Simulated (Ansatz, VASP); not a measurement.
Mg2ZnS3: VASP beside Ansatz

```
Mg Zn S
1.0
     6.49939    0.00000    0.00000
    -3.24969    5.62863    0.00000
     0.00000    0.00000    3.53714
Mg Zn S
2 1 3
Direct
  0.33333 0.66667 0.00000
  0.66667 0.33333 0.00000
  0.00000 0.00000 0.00000
  0.50000 0.00000 0.50000
  0.00000 0.50000 0.50000
  0.50000 0.50000 0.50000
```

Change from the starting cell: species swapped into the NdGa2Pt3 type (P6/mmm, No. 191).

Alike in both runs: functional PBE; k mesh 6 × 6 × 4; occupations gaussian, width 0.1 eV; no spin polarisation.

Ansatz relaxed the structure, and its values are those at the end. VASP's run is a single point on that final structure, the one shown.

|  | VASP | Ansatz |
| --- | --- | --- |
| version | VASP 6.6.1 | Ansatz 0.2.0 |
| potentials or method | VASP PAW PBE potentials, release 64 (Mg, Zn, S) | scalar-relativistic, plane waves, PAW |
| plane-wave cutoff (eV) | 520 | 420 |
| valence electrons in the cell | 34 | 50 |

```csv
,VASP,Ansatz,Ansatz less VASP
gap on the k mesh at the Fermi level (eV),none,none,-
pressure (GPa),-0.1,0.0,+0.16
```

A gap of «none» marks a metal or a gap that the smearing closes. The two sets of potentials don't hold the same shells in valence.

Caveats: the k mesh is coarse (spacing up to 0.44 Å⁻¹), so the values aren't converged.
